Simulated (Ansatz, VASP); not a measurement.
# AlN: VASP beside Ansatz, part 2 of 3

Aim: how closely do two programs agree when they are given the same cell, functional and k mesh? The cell is taken from a series of runs on this material, whose earlier steps may have relaxed, scaled, displaced or heated it; both programs get it as it stands.

VASP 6.6.1 and Ansatz 0.2.0.

So far: Starting point; VASP: zone-centre phonons, LDA, pair 1.

## (2) VASP: zone-centre phonons, LDA, pair 1 (continued)

Level of this step: LDA; plane waves and PAW (N, Al) (VASP).

Numbers of over 12 decimals in the logs are rounded to 6 here.

From OUTCAR (step 2):

```text
ion  position               nearest neighbor table
   1  0.333  0.667  0.380-   4 1.87   4 1.87   4 1.87   3 1.88
   2  0.667  0.333  0.880-   3 1.87   3 1.87   3 1.87   4 1.88
   3  0.333  0.667  0.000-   2 1.87   2 1.87   2 1.87   1 1.88   4 3.05   4 3.05   4 3.05   4 3.05
                             4 3.05   4 3.05
   4  0.667  0.333  0.500-   1 1.87   1 1.87   1 1.87   2 1.88   3 3.05   3 3.05   3 3.05   3 3.05
                             3 3.05   3 3.05

  LATTYP: Found a hexagonal cell.
 ALAT       =     3.0577362426
 C/A-ratio  =     1.6261456032

 Subroutine GETGRP returns: Found 12 space group operations
 (whereof  6 operations were pure point group operations)

The static configuration has the point symmetry C_3v.
 The point group associated with its full space group is C_6v.

 Found     48 irreducible k-points:

   k-points           NKPTS =     48   k-points in BZ     NKDIM =     48   number of bands    NBANDS=     14

   dimension x,y,z NGX =    24 NGY =   24 NGZ =   40
   dimension x,y,z NGXF=    48 NGYF=   48 NGZF=   80

   ENCUT  =  600.0 eV  44.10 Ry    6.64 a.u.   6.11  6.11  9.93*2*pi/ulx,y,z

   NELECT =      16.0000    total number of electrons

 k-points in reciprocal lattice and weights: Automatic mesh
   0.00000000  0.00000000  0.00000000       0.002
   0.11111111  0.00000000  0.00000000       0.012
   0.22222222  0.00000000  0.00000000       0.012
   0.33333333  0.00000000  0.00000000       0.012
   0.44444444  0.00000000  0.00000000       0.012
   0.11111111  0.11111111  0.00000000       0.012
   0.22222222  0.11111111  0.00000000       0.025
   0.33333333  0.11111111  0.00000000       0.025
   0.44444444  0.11111111  0.00000000       0.012
[...]
0.33333333  0.22222222  0.50000000       0.025
   0.33333333  0.33333333  0.50000000       0.004

 average (electrostatic) potential at core
       1 -59.5020       2 -59.5020       3 -69.4586       4 -69.4586

 POSITION                                       TOTAL-FORCE (eV/Angst)
 -----------------------------------------------------------------------------------
      0.00000      1.76538      1.88704         0.000000     -0.000000     -0.002568
      1.52887      0.88269      4.37320        -0.000000      0.000000     -0.002568
      0.00000      1.76538      0.00244         0.000000     -0.000000      0.002568
      1.52887      0.88269      2.48860         0.000000      0.000000      0.002568
 -----------------------------------------------------------------------------------
    total drift:                               -0.000000     -0.000000     -0.000467

 MACROSCOPIC STATIC DIELECTRIC TENSOR (including local field effects in DFT)
 ------------------------------------------------------
           4.368900     0.000000     0.000000
           0.000000     4.368900     0.000000
           0.000000     0.000000     4.610828
 ------------------------------------------------------

 PIEZOELECTRIC TENSOR (including local field effects)  for field in x, y, z        (C/m^2)
          XX          YY          ZZ          XY          YZ          ZX
  --------------------------------------------------------------------------------
  x     0.00000     0.00000     0.00000     0.00000     0.00000     0.33687
  y     0.00000    -0.00000     0.00000     0.00000     0.33687     0.00000
  z     0.26324     0.26324    -0.42596     0.00000     0.00000     0.00000

 BORN EFFECTIVE CHARGES (including local field effects) (in |e|, cummulative output)
 ---------------------------------------------------------------------------------
 ion    1
    1    -2.50702     0.00000     0.00000
    2     0.00000    -2.50702     0.00000
    3     0.00000    -0.00000    -2.66064
 ion    2
    1    -2.50702     0.00000     0.00000
    2     0.00000    -2.50702    -0.00000
    3     0.00000     0.00000    -2.66064
 ion    3
    1     2.50702     0.00000     0.00000
    2     0.00000     2.50702     0.00000
    3     0.00000     0.00000     2.66064
 ion    4
    1     2.50702    -0.00000    -0.00000
    2     0.00000     2.50702     0.00000
    3     0.00000    -0.00000     2.66064

 Eigenvectors and eigenvalues of the dynamical matrix
 ----------------------------------------------------

   1 f  =   22.269537 THz   139.923628 2PiTHz  742.831797 cm-1    92.099363 meV
             X         Y         Z           dx          dy          dz
      0.000000  1.765385  1.887041    -0.000000    0.000000    0.707098
      1.528868  0.882692  4.373203    -0.000000   -0.000000   -0.707098
      0.000000  1.765385  0.002442     0.000000    0.000000   -0.003483
      1.528868  0.882692  2.488604     0.000000   -0.000000    0.003483

   2 f  =   20.990715 THz   131.888554 2PiTHz  700.174898 cm-1    86.810584 meV
             X         Y         Z           dx          dy          dz
      0.000000  1.765385  1.887041     0.000009   -0.573724   -0.000000
      1.528868  0.882692  4.373203     0.000009   -0.573724   -0.000000
      0.000000  1.765385  0.002442    -0.000006    0.413329    0.000000
      1.528868  0.882692  2.488604    -0.000006    0.413329    0.000000

   3 f  =   20.990715 THz   131.888554 2PiTHz  700.174898 cm-1    86.810584 meV
             X         Y         Z           dx          dy          dz
      0.000000  1.765385  1.887041     0.573724    0.000009    0.000000
      1.528868  0.882692  4.373203     0.573724    0.000009   -0.000000
      0.000000  1.765385  0.002442    -0.413329   -0.000006   -0.000000
      1.528868  0.882692  2.488604    -0.413329   -0.000006   -0.000000

   4 f  =   20.675137 THz   129.905716 2PiTHz  689.648329 cm-1    85.505457 meV
             X         Y         Z           dx          dy          dz
      0.000000  1.765385  1.887041     0.000008   -0.592197    0.000000
      1.528868  0.882692  4.373203    -0.000008    0.592197   -0.000000
      0.000000  1.765385  0.002442     0.000005   -0.386396    0.000000
      1.528868  0.882692  2.488604    -0.000005    0.386396    0.000000

   5 f  =   20.675137 THz   129.905716 2PiTHz  689.648329 cm-1    85.505457 meV
             X         Y         Z           dx          dy          dz
      0.000000  1.765385  1.887041     0.592197    0.000008    0.000000
      1.528868  0.882692  4.373203    -0.592197   -0.000008   -0.000000
      0.000000  1.765385  0.002442     0.386396    0.000005   -0.000000
      1.528868  0.882692  2.488604    -0.386396   -0.000005   -0.000000

   6 f  =   19.202444 THz   120.652511 2PiTHz  640.524571 cm-1    79.414890 meV
             X         Y         Z           dx          dy          dz
      0.000000  1.765385  1.887041     0.000000    0.000000   -0.573708
      1.528868  0.882692  4.373203     0.000000    0.000000   -0.573708
      0.000000  1.765385  0.002442    -0.000000   -0.000000    0.413352
      1.528868  0.882692  2.488604    -0.000000   -0.000000    0.413352

   7 f  =   16.963498 THz   106.584800 2PiTHz  565.841378 cm-1    70.155358 meV
             X         Y         Z           dx          dy          dz
      0.000000  1.765385  1.887041     0.000000    0.000000    0.003483
      1.528868  0.882692  4.373203     0.000000    0.000000   -0.003483
      0.000000  1.765385  0.002442    -0.000000   -0.000000    0.707098
      1.528868  0.882692  2.488604    -0.000000   -0.000000   -0.707098

   8 f  =    7.047742 THz    44.282268 2PiTHz  235.087366 cm-1    29.147105 meV
             X         Y         Z           dx          dy          dz
      0.000000  1.765385  1.887041    -0.000002    0.386396   -0.000000
      1.528868  0.882692  4.373203     0.000002   -0.386396   -0.000000
      0.000000  1.765385  0.002442     0.000003   -0.592197   -0.000000
      1.528868  0.882692  2.488604    -0.000003    0.592197   -0.000000

   9 f  =    7.047742 THz    44.282268 2PiTHz  235.087366 cm-1    29.147105 meV
             X         Y         Z           dx          dy          dz
      0.000000  1.765385  1.887041    -0.386396   -0.000002   -0.000000
      1.528868  0.882692  4.373203     0.386396    0.000002   -0.000000
      0.000000  1.765385  0.002442     0.592197    0.000003    0.000000
      1.528868  0.882692  2.488604    -0.592197   -0.000003   -0.000000

  10 f/i=    0.000961 THz     0.006037 2PiTHz    0.032050 cm-1     0.003974 meV
             X         Y         Z           dx          dy          dz
      0.000000  1.765385  1.887041     0.085195   -0.404453    0.000000
      1.528868  0.882692  4.373203     0.085195   -0.404453    0.000000
      0.000000  1.765385  0.002442     0.118255   -0.561405    0.000000
      1.528868  0.882692  2.488604     0.118255   -0.561405    0.000000

  11 f/i=    0.000961 THz     0.006037 2PiTHz    0.032050 cm-1     0.003974 meV
             X         Y         Z           dx          dy          dz
      0.000000  1.765385  1.887041     0.404453    0.085195    0.000000
      1.528868  0.882692  4.373203     0.404453    0.085195    0.000000
      0.000000  1.765385  0.002442     0.561405    0.118255    0.000000
      1.528868  0.882692  2.488604     0.561405    0.118255    0.000000

  12 f/i=    0.001649 THz     0.010359 2PiTHz    0.054994 cm-1     0.006818 meV
             X         Y         Z           dx          dy          dz
      0.000000  1.765385  1.887041     0.000000   -0.000000   -0.413352
      1.528868  0.882692  4.373203     0.000000   -0.000000   -0.413352
      0.000000  1.765385  0.002442     0.000000   -0.000000   -0.573708
      1.528868  0.882692  2.488604     0.000000   -0.000000   -0.573708

 MACROSCOPIC STATIC DIELECTRIC TENSOR IONIC CONTRIBUTION
 ------------------------------------------------------
           3.399618    -0.000000    -0.000000
          -0.000000     3.399618     0.000000
          -0.000000     0.000000     4.575270
 ------------------------------------------------------

 ELASTIC MODULI CONTR FROM IONIC RELAXATION (kBar)
 Direction    XX          YY          ZZ          XY          YZ          ZX
 --------------------------------------------------------------------------------
 XX        -881.1922    385.6307    483.4342     -0.0000     -0.0000     -0.0000
 YY         385.6307   -881.1922    483.4342      0.0000      0.0000      0.0000
 ZZ         483.4342    483.4342   -943.2074      0.0000      0.0000     -0.0000
 XY          -0.0000      0.0000      0.0000   -633.4115     -0.0000      0.0000
 YZ          -0.0000      0.0000      0.0000     -0.0000   -186.2542      0.0000
 ZX          -0.0000      0.0000     -0.0000      0.0000      0.0000   -196.9965
 --------------------------------------------------------------------------------

 PIEZOELECTRIC TENSOR IONIC CONTR  for field in x, y, z        (C/m^2)
          XX          YY          ZZ          XY          YZ          ZX
  --------------------------------------------------------------------------------
  x    -0.00000     0.00000    -0.00000     0.00000     0.00000    -0.77005
  y    -0.00000     0.00000     0.00000    -0.00000    -0.74876     0.00000
  z    -1.00188    -1.00188     1.95472    -0.00000    -0.00000     0.00000
```

## (3) Ansatz: zone-centre phonons, LDA, pair 1

Ansatz runs on its PAW soft_1 files.

The same cell, functional (in two slightly different forms) and mesh now go to Ansatz, which takes its cutoff from its data sets.

input.yaml

```yaml
crystal:
  lattice:
    - [3.0577362426, 0.0, 0.0]
    - [-1.5288681213, 2.6480772642, 0.0]
    - [0.0, 0.0, 4.9723243465]
  atoms:
    - { symbol: "N", position: [0.3333333333, 0.6666666667, 0.3795088593] }
    - { symbol: "N", position: [0.6666666667, 0.3333333333, 0.8795088593] }
    - { symbol: Al, position: [0.3333333333, 0.6666666667, 0.0004911407] }
    - { symbol: Al, position: [0.6666666667, 0.3333333333, 0.5004911407] }
kpoints:
  mp_grid: { grid: [9, 9, 6] }
hamiltonian:
  xc: lda
  pseudopotentials: { kind: paw, azcp: { folder: soft_1 }, xc_functional: pbe }
scf:
  occupations: { method: fixed }
output:
  eigenvalues: true
phonons:
  method: dfpt
  dielectric: true
  rigid_motions: translations
```

Run with:

```console
ansatz run input.yaml --threads 8 --pin off --max-ram 16384MiB --backend cpu --events-out ev --progress --plain --runs-dir out
```

The program printed:

```text
Engine: ansatz 0.2.0, aarch64-unknown-linux-gnu
Pseudopotentials: kind: paw
Pseudopotential: N, paw, valence charge 5, recommended cutoff 420 eV (normal), soft_1/N.paw.azcp
Pseudopotential: Al, paw, valence charge 3, recommended cutoff 420 eV (normal), soft_1/Al.paw.azcp
Functional definition: SPW92
  exchange = slater_x
  correlation = pw_c
Crystal: 4 atoms, lattice volume = 40.262 Å³
Basis set: ecut = 420 eV, 785 PW (Γ), exchange–correlation on 48×48×72 points (8 copies of the dense FFT grid, shifted against one another)
Bands: 12, of which v1, the nominal top of the filled ones, is band 8 counted from 1 (7 counted from 0)
Symmetry: 12 space group operations
k-points: 140 of 486 (irreducible under 2 space group operations, time reversal used)
Non-local potential: N, projectors of the file, l = 0: 2, l = 1: 2, l = 2: 1
Non-local potential: Al, projectors of the file, l = 0: 2, l = 1: 2, l = 2: 1
PAW form: soft (Blöchl's): semilocal exchange-correlation on the pseudo side does not see the compensation charge
PAW frozen core: N, regenerated for the run's functional, and the local potential with it (the file was generated under x = pbe(κ = 0.804, μ = 0.219515), c = pbe(β = 0.066725))
PAW frozen core: Al, regenerated for the run's functional, and the local potential with it (the file was generated under x = pbe(κ = 0.804, μ = 0.219515), c = pbe(β = 0.066725))
PAW one-centre angular grid: N, 110 points (default); XC on 64 Gauss nodes
PAW one-centre angular grid: Al, 110 points (default); XC on 64 Gauss nodes
Initial density: superposition of atomic densities (chi_scale 0.1, normalization cell, long waves kept (reshape's long-wave potential 0.00 eV rms))
Initial wavefunctions: pseudopotential atomic-orbital guess
Functional: x = slater, c = lda
SCF iter   1: F=—  HF=-1782.841236 eV  |F-HF|=—  |Δ(HF+E_count)|=         —  Δρ=1.40e-1  dr2=9.47e0  ethr=3.10e-3  ⟨swp⟩=4.8  Hψ=9152  notcnv=0  defer=131
preconditioner: auto → none  [insulator: Δε(μ)=6.020 eV  Ē_g=14.498 eV  n_scr=2 (ndim 8)  ℏωp=23.4 eV  f_vac=0.000  ε∞_Penn≈3.6]
SCF iter   2: F=—  HF=-1780.170131 eV  |F-HF|=—  |Δ(HF+E_count)|=    2.67e0  Δρ=7.65e-2  dr2=1.39e0  ethr=3.10e-3  ⟨swp⟩=3.3  Hψ=5121  notcnv=0  defer=273
SCF iter   3: F=—  HF=-1779.740648 eV  |F-HF|=—  |Δ(HF+E_count)|=   4.29e-1  Δρ=2.22e-2  dr2=1.02e-1  ethr=3.10e-3  ⟨swp⟩=2.1  Hψ=4034  notcnv=0  defer=258
SCF iter   4: F=—  HF=-1779.700502 eV  |F-HF|=—  |Δ(HF+E_count)|=   4.01e-2  Δρ=8.32e-4  dr2=8.69e-5  ethr=6.36e-4  ⟨swp⟩=2.0  Hψ=2005  notcnv=0  defer=280
SCF iter   5: F=—  HF=-1779.700417 eV  |F-HF|=—  |Δ(HF+E_count)|=   8.46e-5  Δρ=2.20e-4  dr2=5.87e-6  ethr=5.43e-7  ⟨swp⟩=2.0  Hψ=2801  notcnv=0  defer=280
SCF iter   6: F=—  HF=-1779.700413 eV  |F-HF|=—  |Δ(HF+E_count)|=   4.52e-6  Δρ=2.12e-5  dr2=1.12e-7  ethr=3.67e-8  ⟨swp⟩=2.0  Hψ=2800  notcnv=0  defer=1
SCF iter   7: F=—  HF=-1779.700413 eV  |F-HF|=—  |Δ(HF+E_count)|=   1.88e-7  Δρ=3.65e-6  dr2=2.66e-9  ethr=6.97e-10  ⟨swp⟩=2.5  Hψ=2741  notcnv=0  defer=1
SCF iter   8: F=—  HF=-1779.700413 eV  |F-HF|=—  |Δ(HF+E_count)|=  3.74e-10  Δρ=1.01e-6  dr2=1.60e-10  ethr=1.00e-12  ⟨swp⟩=7.0  Hψ=9852  notcnv=0
SCF iter   9: F=-1779.700413 eV  HF=-1779.700413 eV  |F-HF|=4.55e-13  |Δ(HF+E_count)|=  9.32e-12  Δρ=1.75e-8  dr2=5.10e-14  ethr=1.00e-12  ⟨swp⟩=5.0  Hψ=6437  notcnv=0
SCF 1 converged in 9 iterations: F = -1779.700413 eV  dr2 = 5.10e-14
  greatest PAW one-centre occupation: 0.784 electrons in one spin orbital (limit 2), on the N atom at site 1 (counted from 0), in its partial waves of l = 0
NSCF: frozen V_eff on 4 k-points
DFPT response loops at Γ: preconditioner auto → none (the input reference at scf.mixing.eps_inf says where Resta's filter doesn't serve); β = 0.50; Broyden in place of MSR1
── the response to a field inside a basis, on 10×10×6 k-points: an SCF that follows is theirs, and a resumed run solves both again ──
Bands: 9, of which v1, the nominal top of the filled ones, is band 8 counted from 1 (7 counted from 0)
k-points: 90 of 600 (irreducible under 4 space group operations, time reversal used)
Initial density: handed on by an earlier stage of this run
Initial wavefunctions: pseudopotential atomic-orbital guess (no wavefunctions were taken with the density)
Eigensolver: Dense (90 Hₖ)
SCF iter   1: F=—  HF=-1779.702680 eV  |F-HF|=—  |Δ(HF+E_count)|=         —  Δρ=4.17e-4  dr2=9.61e-6  ethr=1.00e-1
preconditioner: auto → none  [insulator: Δε(μ)=4.991 eV  Ē_g=11.234 eV  n_scr=2 (ndim 8)  ℏωp=23.4 eV  f_vac=0.000  ε∞_Penn≈5.3]
SCF iter   2: F=—  HF=-1779.702681 eV  |F-HF|=—  |Δ(HF+E_count)|=   5.49e-7  Δρ=2.01e-4  dr2=2.73e-6  ethr=6.01e-8
SCF iter   3: F=—  HF=-1779.702681 eV  |F-HF|=—  |Δ(HF+E_count)|=   8.35e-7  Δρ=6.89e-5  dr2=1.08e-6  ethr=1.71e-8
SCF iter   4: F=-1779.702681 eV  HF=-1779.702681 eV  |F-HF|=2.79e-10  |Δ(HF+E_count)|=   2.93e-7  Δρ=5.81e-6  dr2=3.69e-9  ethr=6.76e-9
SCF 1 converged in 4 iterations: F = -1779.702681 eV  dr2 = 3.69e-9
  greatest PAW one-centre occupation: 0.784 electrons in one spin orbital (limit 2), on the N atom at site 0 (counted from 0), in its partial waves of l = 0
DFPT response loops at Γ: mixed as the last ones told, above
SCF converged after 9 iterations
Free energy (F): -1779.700413 eV
Harris-Foulkes:  -1779.700413 eV  (|F-HF|=4.55e-13)
Internal energy: -1779.700413 eV  (E = F + TS)
E sigma→0 (E₀):  -1779.700413 eV
Fermi energy:    7.144735 eV
--- Per-component energies (eV) ---
  E_band       = 31.374158
  E_kinetic    = 315.243610
  E_local      = -414.946785  (includes V_loc(G=0)·N_el)
  E_nonlocal   = 93.710004
  E_hartree    = 151.556395
  E_xc         = -196.786586
  E_vxc        = -214.336759  (∫ρ·V_xc dr)
  E_paw        = -1129.563007  (= ΣΔE_a)
  E_vpaw       = -51.410384  (= ΣTr[D̂ρ^β])
  E_aug_tail   = 0.001680  (compensation charges beyond the density's cutoff)
  E_ewald      = -599.187245
  E_core_change = 0.271521  (= ΣΔE_core)
  E_smearing   = -0.000000  (= −TS)
  E_closure    = -0.000000  (closes the sum)
  Σ components = -1779.700413   (vs F -1779.700413, Δ=0.00e0)
--- Band table (eV; the first three rows and the last of 140) ---
  k-point 0: bands = [... 4 lower, 6.4433, 7.0596, 7.0596, 7.1447, 11.7716, 14.2602, 17.9092, 18.6175]
  k-point 1: bands = [... 4 lower, 6.4824, 6.5483, 7.0163, 7.0163, 12.2517, 14.3243, 17.7371, 18.5879]
  k-point 2: bands = [... 4 lower, 6.5909, 6.5909, 6.8989, 6.8989, 13.2010, 14.3742, 17.4611, 18.4140]
  k-point 139: bands = [... 4 lower, 4.6137, 4.6137, 6.0681, 6.0681, 13.7843, 13.7843, 16.6731, 16.6731]
--- Phonons (Γ-DFPT): 4 representative perturbations + reference, on 140 of 486 k-points (Σ response iterations 12) ---
  k mesh reduced under 2 symmetry operations, with k and −k counted as one. Each operation leaves every solved perturbation unchanged. A smaller set is not considered because the run solves the response to a homogeneous field
  ASR residual: 6.544e-6 → 0.000e0 eV/Å²; symmetrization residual: 4.575e-6 eV/Å²
  ASR residual per site (eV/Å²): 6.54e-6 6.54e-6 3.24e-7 3.24e-7
  Γ frequencies (cm⁻¹): 0.00 0.00 0.00 235.18 235.18 564.24 635.33 683.59 683.59 694.71 694.71 738.26
  ε∞ (high-frequency dielectric tensor):
        4.372911    -0.000000     0.000000
       -0.000000     4.372911     0.000000
        0.000000     0.000000     4.617286
  ε⁰ (static dielectric tensor: ions relaxed, cell fixed):
        7.864219    -0.000000    -0.000000
       -0.000000     7.864219    -0.000000
       -0.000000    -0.000000     9.314475
  ε⁰ − ε∞ (ionic part):
        3.491307    -0.000000    -0.000000
       -0.000000     3.491307    -0.000000
       -0.000000    -0.000000     4.697189
  softest optical mode at Γ: 235.18 cm⁻¹; the repairs (sum rule, projections) moved no ω² at Γ by more than (1.09 cm⁻¹)²
  Born effective charges Z* (e; rows j = field, columns β = displacement):
    site 0:
        -2.52112    0.00000   -0.00000
         0.00000   -2.52112   -0.00000
         0.00000   -0.00000   -2.67430
    site 1:
        -2.52112    0.00000   -0.00000
         0.00000   -2.52112    0.00000
        -0.00000    0.00000   -2.67430
    site 2:
         2.52112   -0.00000    0.00000
        -0.00000    2.52112    0.00000
         0.00000   -0.00000    2.67430
    site 3:
         2.52112   -0.00000    0.00000
        -0.00000    2.52112    0.00000
         0.00000    0.00000    2.67430
  Z* charge neutrality: 1.446e-3 e pre-enforcement
  solved inside a basis spanned on kpoints, on 10×10×6 k-points, its susceptibility summed on 16×16×8: ε∞ is read to err by 1.3e-2, Z* by 9.9e-3 e (field_mesh: kpoints solves on kpoints); Z* is corrected for what the basis lacks
  optical modes at Γ without the LO–TO term, one row a degenerate level:
      ω (cm⁻¹)  modes    IR ((D/Å)²/amu)
        235.18      2             0.0000
        564.24      1             0.0000
        635.33      1            35.7902
[...]
optical modes at Γ + LO–TO along q̂ = [1.0000, 0.0000, 0.0000]:
      ω (cm⁻¹)  modes    IR ((D/Å)²/amu)
[...]
optical modes at Γ + LO–TO along q̂ = [0.0000, 1.0000, 0.0000]:
      ω (cm⁻¹)  modes    IR ((D/Å)²/amu)
[...]
738.26      1             0.0000
        931.64      1            31.8075
  optical modes at Γ + LO–TO along q̂ = [0.0000, 0.0000, 1.0000]:
      ω (cm⁻¹)  modes    IR ((D/Å)²/amu)
        235.18      2             0.0000
        564.24      1             0.0000
        683.59      2             0.0000
        694.71      2            63.6150
        738.26      1             0.0000
        902.37      1            35.7902
```

The column dr2 measures how far the density is from self-consistency, as an energy; F and HF (Harris–Foulkes) agree once it is small.

(Part 2 of 3 ends here.)

[Lines on the potential files, build, host, timing and source positions are cut from VASP's logs without a mark.]

[Logs are printed without paths, hosts, clocks, repeated set-up lines and the standing remarks that a program may print on its own settings, such as how far it seeks lower states.]

[Hosts, paths, dates, database ids (printed as entryN), source tags and the programs' standing remarks are cut or masked in the printed files.]
